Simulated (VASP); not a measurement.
# TiB2: transverse stress against strain

TiB2 (AlB2 type, P6/mmm, 8.561 Å³/atom and stress up to 0.29 GPa in the relaxed cell, c along z) under an equal strain ε along x and y, with z held. PBE in VASP (plane waves, PAW), 600 eV, 18×18×14 Γ-centred mesh, Methfessel-Paxton smearing 0.10 eV; ions are relaxed, or left where forces stay under 0.02 eV/Å, within the symmetry of each cell. Stress is positive for a compressed cell.

Here s stands for strain and y for stress zz.

| strain (%) | stress zz (GPa) |
|---|---|
| -1.50 | 2.92 |
| -1.00 | 1.81 |
| -0.50 | 0.74 |
| 0.00 | -0.29 |
| 0.50 | -1.28 |
| 1.00 | -2.22 |
| 1.50 | -3.12 |
| 3.00 | ? |

Problem. Using a straight line, estimate the missing y at s = 3.00 from the other rows, showing the fit.

Solution. Means: s 0, y -0.206. About the means, the sum of products is -14.100 and the sum of squares of s is 7.0000; the slope is their ratio. Least squares gives y = -0.206 - 2.0143·s. Residuals (row less fit): 0.105, 0.002, -0.061, -0.084, -0.067, 0.000, 0.107; standard error 0.087 (degrees of freedom: 5). The slope gives the elastic constant 2C13 = about 200 GPa. At the withheld row, y = -0.206 - 2.0143 × 3.0 = -6.249 GPa. The calculation gives -5.62 GPa, 0.629 GPa above the prediction (7.4 % of the range of y in the table). The row lies outside the fitted rows, so this is an extrapolation. From the scatter of the fitted rows alone, a prediction at this place has a standard error of 0.135 GPa, so the miss is 4.7 times that.

A polynomial of degree 2 through the 12 other runs of the series gives -5.57 there, so most of the miss is curvature that the fit leaves out. In a metal these values are sensitive to mesh and smearing; energies are taken to zero smearing, stresses follow the free energy. The runs aren't spin-polarised. Rows are the converged runs of the series near zero and its far end, less any whose ions stayed unrelaxed beside relaxed ones; series whose fitted rows scatter by over a few per cent of the range, as at a crossing or softening among them, aren't shown in this form. Most that stay on the fit to the last digits aren't either.
